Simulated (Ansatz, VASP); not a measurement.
# Cross-check of Rb3P11 (Rb3P11 (Pbcn)) between VASP and Ansatz, part 3 of 3

One calculation is typed for both programs; each brings its own data sets. How far apart do they land? Of the first pair: The structure shown is the start of the Ansatz relaxation below; VASP solves that cell, so the two are compared at the walk's first step.

VASP 6.6.1 and Ansatz 0.2.0.

So far. Step 3 (VASP: single point, PBEsol, start cell, pair 1): The run ends at a pressure of -0.11 GPa, with forces up to 0.18 eV/Å.

**6. VASP: single point, PBEsol, relaxed cell, pair 2**

Level of this step: PBEsol; plane waves and PAW (Rb_sv, P) (VASP).

The same cell, functional, mesh and smearing now go to VASP, with its own data sets.

The input, INCAR:

```
SYSTEM = Rb3P11
PREC = Accurate
ENCUT = 500
EDIFF = 1E-06
NELM = 120
ISMEAR = -1
SIGMA = 0.01
LREAL = Auto
ALGO = Normal
GGA = PS
NBANDS = 208
LORBIT = 11
LWAVE = .FALSE.
LCHARG = .FALSE.
ISIF = 2
LASPH = .TRUE.
GGA_COMPAT = .FALSE.
EFERMI = MIDGAP
KPAR = 8
```

The input, POSCAR:

```
Rb3P11
1.0
   10.7210845383      0.0000000000      0.0000000000
    0.0000000000     14.4471869412      0.0000000000
    0.0000000000      0.0000000000     10.5525681285
Rb P
12 44
Direct
    0.0000000000      0.2972781104      0.7500000000
    0.5000000000      0.2027218896      0.2500000000
    0.0000000000      0.7027218896      0.2500000000
    0.5000000000      0.7972781104      0.7500000000
    0.2281047792      0.9879033860      0.4261966467
    0.2718952208      0.5120966140      0.9261966467
    0.7281047792      0.5120966140      0.5738033533
    0.7718952208      0.9879033860      0.0738033533
    0.7718952208      0.0120966140      0.5738033533
    0.7281047792      0.4879033860      0.0738033533
    0.2718952208      0.4879033860      0.4261966467
    0.2281047792      0.0120966140      0.9261966467
    0.0000000000      0.5355357548      0.7500000000
    0.5000000000      0.9644642452      0.2500000000
    0.0000000000      0.4644642452      0.2500000000
    0.5000000000      0.0355357548      0.7500000000
    0.5156219553      0.6565709265      0.0076753066
    0.9843780447      0.8434290735      0.5076753066
    0.0156219553      0.8434290735      0.9923246934
    0.4843780447      0.6565709265      0.4923246934
    0.4843780447      0.3434290735      0.9923246934
    0.0156219553      0.1565709265      0.4923246934
    0.9843780447      0.1565709265      0.0076753066
    0.5156219553      0.3434290735      0.5076753066
    0.3230056481      0.7605761803      0.2389598484
    0.1769943519      0.7394238197      0.7389598484
    0.8230056481      0.7394238197      0.7610401516
    0.6769943519      0.7605761803      0.2610401516
    0.6769943519      0.2394238197      0.7610401516
    0.8230056481      0.2605761803      0.2610401516
    0.1769943519      0.2605761803      0.2389598484
    0.3230056481      0.2394238197      0.7389598484
    0.4054400489      0.7869891695      0.4317498131
    0.0945599511      0.7130108305      0.9317498131
    0.9054400489      0.7130108305      0.5682501869
    0.5945599511      0.7869891695      0.0682501869
    0.5945599511      0.2130108305      0.5682501869
    0.9054400489      0.2869891695      0.0682501869
    0.0945599511      0.2869891695      0.4317498131
    0.4054400489      0.2130108305      0.9317498131
    0.4232734564      0.8647499749      0.1172961769
    0.0767265436      0.6352500251      0.6172961769
    0.9232734564      0.6352500251      0.8827038231
    0.5767265436      0.8647499749      0.3827038231
    0.5767265436      0.1352500251      0.8827038231
    0.9232734564      0.3647499749      0.3827038231
    0.0767265436      0.3647499749      0.1172961769
    0.4232734564      0.1352500251      0.6172961769
    0.4199120840      0.6281977295      0.1838512918
    0.0800879160      0.8718022705      0.6838512918
    0.9199120840      0.8718022705      0.8161487082
    0.5800879160      0.6281977295      0.3161487082
    0.5800879160      0.3718022705      0.8161487082
    0.9199120840      0.1281977295      0.3161487082
    0.0800879160      0.1281977295      0.1838512918
    0.4199120840      0.3718022705      0.6838512918
```

The input, KPOINTS:

```
Automatic mesh
0
Gamma
3 2 3
0 0 0
```

Potentials, in the order of the species: Rb_sv and P (PBE family, release 64).

Launch:

```sh
> mpirun -np 8 vasp_std
```

Numbers of over 12 decimals in the logs are rounded to 6 here.

Output:

```text
[banner, memory and clock lines left out]
running    8 mpi-ranks, on    1 nodes
[...]
[... a notice as in an earlier step ...]

 [... a notice as in an earlier step ...]

 LDA part: xc-table for (Slater+PW92), standard interpolation
 POSCAR, INCAR and KPOINTS ok, starting setup
[...]
entering main loop
       N       E                     dE             d eps       ncg     rms          rms(c)
DAV:   1     0.180491609473E+04    0.18049E+04   -0.13086E+05  3328   0.128E+03
DAV:   2    -0.905248941510E+02   -0.18954E+04   -0.18292E+04  4088   0.247E+02
DAV:   3    -0.282397838226E+03   -0.19187E+03   -0.19018E+03  4184   0.749E+01
DAV:   4    -0.288744360493E+03   -0.63465E+01   -0.63179E+01  4408   0.151E+01
[...]
DAV:  16    -0.282938435585E+03   -0.21579E-04   -0.32594E-05  3688   0.895E-03    0.862E-03
DAV:  17    -0.282938436793E+03   -0.12078E-05   -0.17699E-06  3032   0.210E-03    0.534E-03
DAV:  18    -0.282938437608E+03   -0.81578E-06   -0.89852E-07  2520   0.175E-03
   1 F= -.28293844E+03 E0= -.28293844E+03  d E =0.000000E+00
```

OUTCAR, selected parts (step 6):

```text
  Total       -0.5232185     -0.5671238     -0.6541303      0.0000000      0.0000000      0.0000000
  in kB       -0.5128774     -0.5559148     -0.6412017      0.0000000      0.0000000      0.0000000
  external PRESSURE =      -0.5699980 kB  Pullay stress =       0.0000000 kB

 POSITION                                       TOTAL-FORCE (eV/Angst)
 -----------------------------------------------------------------------------------
      0.00000      4.29483      7.91443        -0.000000      0.000543      0.000000
      5.36054      2.92876      2.63814        -0.000000     -0.000543     -0.000000
      0.00000     10.15235      2.63814        -0.000000     -0.000543     -0.000000
      5.36054     11.51843      7.91443        -0.000000      0.000543      0.000000
      2.44553     14.27242      4.49747        -0.001729     -0.000012     -0.001084
      2.91501      7.39836      9.77375         0.001729      0.000012     -0.001084
      7.80607      7.39836      6.05510        -0.001729      0.000012      0.001084
      8.27555     14.27242      0.77881         0.001729     -0.000012      0.001084
      8.27555      0.17476      6.05510         0.001729      0.000012      0.001084
      7.80607      7.04883      0.77881        -0.001729     -0.000012      0.001084
      2.91501      7.04883      4.49747         0.001729     -0.000012     -0.001084
      2.44553      0.17476      9.77375        -0.001729      0.000012     -0.001084
      0.00000      7.73699      7.91443        -0.000000      0.019374     -0.000000
      5.36054     13.93380      2.63814        -0.000000     -0.019374     -0.000000
[...]
-----------------------------------------------------------------------------------
    total drift:                                0.000000     -0.000000     -0.000000

  FREE ENERGIE OF THE ION-ELECTRON SYSTEM (eV)
  ---------------------------------------------------
  free  energy   TOTEN  =      -282.9384376083 eV

  energy  without entropy=     -282.9384376083  energy(sigma->0) =     -282.93843761

[... 1 further part left out ...]
```

The run ends at a pressure of -0.06 GPa, with forces up to 0.027 eV/Å.

**7. Side by side**

What differs besides the data sets and the points named for the pairs above, as far as they apply: the cutoff is 420 eV in Ansatz and 500 eV in VASP (PREC = Accurate, projectors in real space). Total energies have different zeros and are not compared.

Compared:

```csv
quantity,Ansatz,VASP,difference
pressure (GPa),-0.01,-0.06,+0.05
gap on the k mesh (eV),1.789,1.795,-0.006
```

At this near-relaxed geometry the largest component of a force difference is 25 meV/Å. A gap on the mesh is an upper bound, since the band edges may lie between its points.

**8. Results**

```yaml
r_m_s_force_difference_single_point_pbesol_start_cell_pair_1: 8.2 meV/Å
difference_in_gap_on_the_k_mesh_single_point_pbesol_relaxed_cell_pair_2: -0.0059 eV
r_m_s_force_difference_single_point_pbesol_relaxed_cell_pair_2: 11 meV/Å
```

The r.m.s. force difference is 11 meV/Å (single point, PBEsol, relaxed cell, pair 2), within the 12 meV/Å picked in this series as the mark of a large difference. How closely two codes agree says nothing of how well the functional describes the real material.

[Lines on the potential files, build, host, timing and source positions are cut from VASP's logs without a mark.]

[Logs are printed without paths, hosts, clocks, repeated set-up lines and the standing remarks that a program may print on its own settings, such as how far it seeks lower states.]

[Hosts, paths, dates, database ids (printed as entryN), source tags and the programs' standing remarks are cut or masked in the printed files.]
